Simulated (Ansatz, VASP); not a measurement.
# CrO2 in two plane-wave programs, part 2 of 2

Wanted: the spread between two codes on one cell, functional and k mesh.

VASP 6.6.1 and Ansatz 0.2.0.

So far. Step 2 (VASP: single point, PBE): At this level the cell is under a pressure of 3.0 GPa, so at these settings it is away from equilibrium. Oxides and halides of Cr are often magnetic insulators, and a metal at this level, without U or exact exchange, may be an artefact.

**3. Ansatz: single point, PBE**

Level of this step: Ansatz beside VASP: Kohn-Sham DFT, plane waves, PBE (Ansatz).

Ansatz runs on its default PAW (the set named soft_2) files.

The same cell, functional, mesh and smearing now go to Ansatz, which takes its cutoff from its data sets.

input.yaml reads:

```yaml
crystal:
  lattice:
    - [4.421, 0.0, 0.0]
    - [0.0, 4.421, 0.0]
    - [0.0, 0.0, 2.917]
  atoms:
    - { symbol: Cr, position: [0.5, 0.5, 0.5], spin: 3.0 }
    - { symbol: Cr, position: [0.0, 0.0, 0.0], spin: 3.0 }
    - { symbol: O, position: [0.801, 0.199, 0.5] }
    - { symbol: O, position: [0.699, 0.699, 0.0] }
    - { symbol: O, position: [0.199, 0.801, 0.5] }
    - { symbol: O, position: [0.301, 0.301, 0.0] }
hamiltonian:
  xc: pbe
  pseudopotentials: { kind: paw }
magnetization:
  spin_polarized: true
kpoints:
  mp_grid: { grid: [6, 6, 9] }
scf:
  occupations: { method: fermi_dirac, width: 0.05 }
  n_extra_bands: 10
output:
  forces: true
  stress: true
  eigenvalues: true
  write_density: true
  write_potential: true
  elf: true
  volumetric_format: npy
```

Started as:

```
$ ansatz run input.yaml --threads 4 --pin off --max-ram 9216MiB --backend cpu --events-out ev --progress --plain --runs-dir out
```

Numbers of over 12 decimals in the logs are rounded to 6 here.

The log of the run:

```text
scf.n_extra_bands = 10 over 26 filled bands (N_el = 52.0): the run solves 36 bands
Engine: ansatz 0.2.0, aarch64-unknown-linux-gnu
Pseudopotentials: kind: paw
Pseudopotential: Cr, paw, valence charge 14, recommended cutoff 420 eV (normal), Cr.paw.azcp
Pseudopotential: O, paw, valence charge 6, recommended cutoff 420 eV (normal), O.paw.azcp
Functional definition: PBE
  parameter kappa = 0.804
  parameter beta = 0.066725
  exchange = pbe_x(kappa = kappa, mu = beta*pi^2/3)
  correlation = pbe_c(beta = beta)
Crystal: 6 atoms, lattice volume = 57.013 Å³
Basis set: ecut = 420 eV, 1121 PW (Γ), exchange–correlation on 60×60×40 points (8 copies of the dense FFT grid, shifted against one another)
Bands: 36, of which v1, the nominal top of the filled ones, is band 26 counted from 1 (25 counted from 0)
Symmetry: 16 space group operations
Space group: P42/mnm (ITA 136), of the structure as read, at distance tolerance 3.8e-5 Å
Magnetic group: BNS 136.495 (UNI 1155), of the structure as read, at distance tolerance 3.8e-5 Å
k-points: 50 of 324
Non-local potential: Cr, projectors of the file, l = 0: 3, l = 1: 2, l = 2: 3, l = 3: 1
Non-local potential: O, projectors of the file, l = 0: 2, l = 1: 2, l = 2: 1
PAW form: soft (Blöchl's): semilocal exchange-correlation on the pseudo side does not see the compensation charge
PAW one-centre angular grid: Cr, 590 points (default); XC on 64 Gauss nodes
PAW one-centre angular grid: O, 110 points (default); XC on 64 Gauss nodes
Initial density: superposition of atomic densities (chi_scale 0.1, normalization cell, long waves kept (reshape's long-wave potential 0.00 eV rms))
Starting moments: Σ|m| = 6 μB on 2 of 6 sites
Initial wavefunctions: pseudopotential atomic-orbital guess
Functional: x = pbe(κ = 0.804, μ = 0.219515), c = pbe(β = 0.066725)
SCF iter   1: F=—  HF=-9027.574130 eV  |F-HF|=—  |Δ(HF+E_count)|=         —  Δρ=6.08e-2 (↑6.08e-2 ↓3.98e-2)  dr2=2.88e0  dr2_m=6.28e-1  M=4.000 μB ∫|m|=4.446 μB  β_m=0.30  ethr=3.10e-3  ⟨swp⟩=5.3  Hψ=11706  notcnv=0  defer=27
Mixer restart at iter 1: flushing history
preconditioner: auto → Kerker (q_TF=auto, 2.687 Å⁻¹)  [metal: Δε(μ)=0.014 eV  Ē_g=11.566 eV  σ=0.050 eV  W_gap=0.07  n_scr=18 (ndim 8)  ℏωp=29.5 eV  f_vac=0.000  D(μ)=1.77/eV (n_scr^D=10)]
spin=Collinear: Kerker preconditioning applied to the charge; magnetization (m = ρ↑ − ρ↓) channel mixes plain (no charge-response kernel on spin).
SCF iter   2: F=—  HF=-9027.038177 eV  |F-HF|=—  |Δ(HF+E_count)|=   5.36e-1  Δρ=3.72e-2 (↑3.72e-2 ↓2.67e-2)  dr2=8.73e-1  dr2_m=2.76e-1  M=4.000 μB ∫|m|=4.522 μB  β_m=0.50  ethr=3.10e-3  ⟨swp⟩=2.1  Hψ=5457  notcnv=0  defer=191
SCF iter   3: F=—  HF=-9026.782860 eV  |F-HF|=—  |Δ(HF+E_count)|=   2.55e-1  Δρ=1.10e-2 (↑1.10e-2 ↓9.46e-3)  dr2=8.98e-2  dr2_m=1.73e-2  M=4.000 μB ∫|m|=4.588 μB  β_m=0.63  ethr=1.68e-3  ⟨swp⟩=2.3  Hψ=5666  notcnv=0  defer=191
SCF iter   4: F=—  HF=-9026.782750 eV  |F-HF|=—  |Δ(HF+E_count)|=   1.10e-4  Δρ=2.91e-3 (↑2.91e-3 ↓2.16e-3)  dr2=8.70e-3  dr2_m=1.09e-3  M=4.000 μB ∫|m|=4.617 μB  β_m=0.82  ethr=1.73e-4  ⟨swp⟩=3.0  Hψ=7288  notcnv=0  defer=191
SCF iter   5: F=—  HF=-9026.787610 eV  |F-HF|=—  |Δ(HF+E_count)|=   4.86e-3  Δρ=8.14e-4 (↑8.14e-4 ↓7.67e-4)  dr2=2.14e-3  dr2_m=5.90e-6  M=4.000 μB ∫|m|=4.619 μB  β_m=0.91  ethr=1.67e-5  ⟨swp⟩=2.2  Hψ=5822  notcnv=0  defer=191
SCF iter   6: F=—  HF=-9026.787989 eV  |F-HF|=—  |Δ(HF+E_count)|=   3.79e-4  Δρ=4.33e-4 (↑4.33e-4 ↓3.78e-4)  dr2=3.63e-4  dr2_m=3.62e-6  M=4.000 μB ∫|m|=4.617 μB  β_m=0.95  ethr=4.11e-6  ⟨swp⟩=2.5  Hψ=5264  notcnv=0  defer=191
SCF iter   7: F=—  HF=-9026.788148 eV  |F-HF|=—  |Δ(HF+E_count)|=   1.58e-4  Δρ=3.21e-4 (↑3.21e-4 ↓1.72e-4)  dr2=1.10e-4  dr2_m=3.86e-6  M=4.000 μB ∫|m|=4.615 μB  β_m=0.98  ethr=6.98e-7  ⟨swp⟩=2.0  Hψ=5215  notcnv=0  defer=191
SCF iter   8: F=—  HF=-9026.788153 eV  |F-HF|=—  |Δ(HF+E_count)|=   5.51e-6  Δρ=9.68e-5 (↑9.68e-5 ↓7.28e-5)  dr2=1.54e-5  dr2_m=1.49e-7  M=4.000 μB ∫|m|=4.616 μB  β_m=0.99  ethr=2.11e-7  ⟨swp⟩=2.7  Hψ=6365  notcnv=0  defer=191
SCF iter   9: F=—  HF=-9026.788560 eV  |F-HF|=—  |Δ(HF+E_count)|=   4.07e-4  Δρ=2.47e-5 (↑2.47e-5 ↓2.21e-5)  dr2=1.21e-6  dr2_m=9.85e-9  M=4.000 μB ∫|m|=4.615 μB  β_m=0.99  ethr=2.97e-8  ⟨swp⟩=2.4  Hψ=5401  notcnv=0  defer=191
SCF iter  10: F=—  HF=-9026.788560 eV  |F-HF|=—  |Δ(HF+E_count)|=   1.82e-7  Δρ=2.96e-6 (↑2.96e-6 ↓2.46e-6)  dr2=1.24e-8  dr2_m=2.84e-10  M=4.000 μB ∫|m|=4.615 μB  β_m=1.00  ethr=2.32e-9  ⟨swp⟩=2.2  Hψ=4985  notcnv=0  defer=191
SCF iter  11: F=-9026.788560 eV  HF=-9026.788560 eV  |F-HF|=6.78e-10  |Δ(HF+E_count)|=   1.10e-8  Δρ=6.63e-7 (↑6.04e-7 ↓6.63e-7)  dr2=5.87e-10  dr2_m=7.54e-12  M=4.000 μB ∫|m|=4.615 μB  ethr=2.39e-11  ⟨swp⟩=10.2  Hψ=19529  notcnv=0
SCF 1 converged in 11 iterations: F = -9026.788560 eV  dr2 = 5.87e-10
  greatest PAW one-centre occupation: 1.000 electrons in one spin orbital (limit 2), on the Cr atom at site 1 (counted from 0), in its partial waves of l = 0
SCF converged after 11 iterations
Magnetization: 4.0000 μB (28.0000 up, 24.0000 down)
Absolute magnetization: 4.6156 μB (∫|ρ↑−ρ↓|, with the PAW one-centre terms)
Spin contamination: 0.1112 ħ² per cell (⟨S²⟩ above its minimum at these occupations)
Per-site moments (μB) at R_I (Å): [(1.724456, 0.776294), (1.724456, 0.776294), (-0.063851, 0.776294), (-0.063851, 0.776294), (-0.063851, 0.776294), (-0.063851, 0.776294)]
Free energy (F): -9026.788560 eV
Harris-Foulkes:  -9026.788560 eV  (|F-HF|=6.78e-10)
Internal energy: -9026.777541 eV  (E = F + TS)
E sigma→0 (E₀):  -9026.783050 eV
Entropy (-TS):   -0.011020 eV (-1.837 meV/atom)
Fermi energy:    10.789752 eV
--- Per-component energies (eV) ---
  E_band       = -504.224922
  E_kinetic    = 1377.252432
  E_local      = -4410.706941  (includes V_loc(G=0)·N_el)
  E_nonlocal   = 345.781418
  E_hartree    = 1761.768914
  E_xc         = -571.860659
  E_vxc        = -729.497221  (∫ρ·V_xc dr)
  E_paw        = -3016.881170  (= ΣΔE_a)
  E_vpaw       = -610.603739  (= ΣTr[D̂ρ^β])
  E_aug_tail   = 0.010918  (compensation charges beyond the density's cutoff)
  E_ewald      = -4512.142452
  E_smearing   = -0.011020  (= −TS)
  E_closure    = 0.000000  (closes the sum)
  Σ components = -9026.788560   (vs F -9026.788560, Δ=0.00e0)
--- Forces (eV/Å), atoms counted from 1 ---
  atom   1  Cr     0.00000000     0.00000000     0.00000000
  atom   2  Cr     0.00000000    -0.00000000     0.00000000
  atom   3  O      0.19568186    -0.19568186     0.00000000
  atom   4  O     -0.19568186    -0.19568186     0.00000000
  atom   5  O     -0.19568186     0.19568186     0.00000000
  atom   6  O      0.19568186     0.19568186     0.00000000
  max |Σ_I F_I| component: 5.55e-17 eV/Å
--- Stress (GPa, compression-positive) ---
        2.726807       0.000000       0.000000
        0.000000       2.726807       0.000000
        0.000000       0.000000       1.672419
  P = ⅓ Tr σ = 2.3753 GPa (23.753 kbar)
--- Band table (eV; the first three rows and the last of 100) ---
  k-point 0 ↑: bands = [... 22 lower, 9.5282, 9.5354, 9.5354, 9.5954, 9.6456, 9.6456, 10.1299, 11.9662, ... 6 higher]
  k-point 1 ↑: bands = [... 22 lower, 8.8111, 9.5584, 9.7076, 9.7398, 9.9587, 10.2990, 10.2990, 11.9382, ... 6 higher]
  k-point 2 ↑: bands = [... 22 lower, 8.0098, 9.2115, 9.8320, 9.9156, 10.0975, 10.8826, 10.8826, 11.7385, ... 6 higher]
  k-point 49 ↓: bands = [... 22 lower, 9.0975, 9.0975, 12.1476, 12.1476, 12.7385, 12.7385, 12.9668, 12.9668, ... 6 higher]
```

Wall time 5.4 s (4 threads of Arm Neoverse V1, shared host); peak memory 0.48 GiB; 19 s of CPU time.

In the SCF lines HF is the Harris–Foulkes energy and dr2 the Hartree energy of the density residual, in eV; the loop may stop once dr2 is under the threshold and the program's other checks hold. Hψ counts applications of the Hamiltonian.

The run ends at a pressure of 2.38 GPa, with forces up to 0.28 eV/Å.

**4. Side by side**

Known differences besides the PAW data sets themselves: the data sets hold 52 valence electrons in Ansatz (default PAW (the set named soft_2) files) and 48 in VASP; the cutoff is 420 eV in Ansatz and 520 eV in VASP; VASP leaves aspherical gradient terms in its spheres out (LASPH is not set), Ansatz keeps them; site moments are counted in spheres of each program's own size. Total energies have different zeros and are not compared.

Both answers:

```tsv
quantity	Ansatz	VASP	difference
pressure (GPa)	2.38	2.97	-0.60
total moment (μB)	4.00	4.00	0.00
moment on Cr1 (μB)	1.72	2.10	-0.38
moment on Cr2 (μB)	1.72	2.10	-0.38
moment on O3 (μB)	-0.06	-0.08	+0.01
moment on O4 (μB)	-0.06	-0.08	+0.01
moment on O5 (μB)	-0.06	-0.08	+0.01
moment on O6 (μB)	-0.06	-0.08	+0.01
```

Forces (eV/Å; atoms numbered as in POSCAR):

```tsv
atom	Ansatz x, y, z	VASP x, y, z
Cr1	0.000, 0.000, 0.000	0.000, 0.000, 0.000
Cr2	0.000, 0.000, 0.000	0.000, 0.000, 0.000
O3	0.196, -0.196, 0.000	0.191, -0.191, 0.000
O4	-0.196, -0.196, 0.000	-0.191, -0.191, 0.000
O5	-0.196, 0.196, 0.000	-0.191, 0.191, 0.000
O6	0.196, 0.196, 0.000	0.191, 0.191, 0.000
```

The forces differ by 3.3 meV/Å r.m.s., which is 2.6 % of the r.m.s. force of 0.13 eV/Å (both taken over all components). Ansatz's pressure holds a Pulay correction of 0.91 GPa; VASP's holds none.

**5. Results**

- r.m.s. force difference (single point, PBE): 3.3 meV/Å
- difference in pressure (single point, PBE): -0.60 GPa

What this shows: The difference in pressure is -0.60 GPa (single point, PBE), within the 1 GPa picked in this series as the mark of a large difference. Differences of this kind measure data sets and numerical settings, not the functional's error against experiment.

[Lines on the potential files, build, host, timing and source positions are cut from VASP's logs without a mark.]

[Logs are printed without paths, hosts, clocks, repeated set-up lines and the standing remarks that a program may print on its own settings, such as how far it seeks lower states.]

[Hosts, paths, dates, database ids (printed as entryN), source tags and the programs' standing remarks are cut or masked in the printed files.]
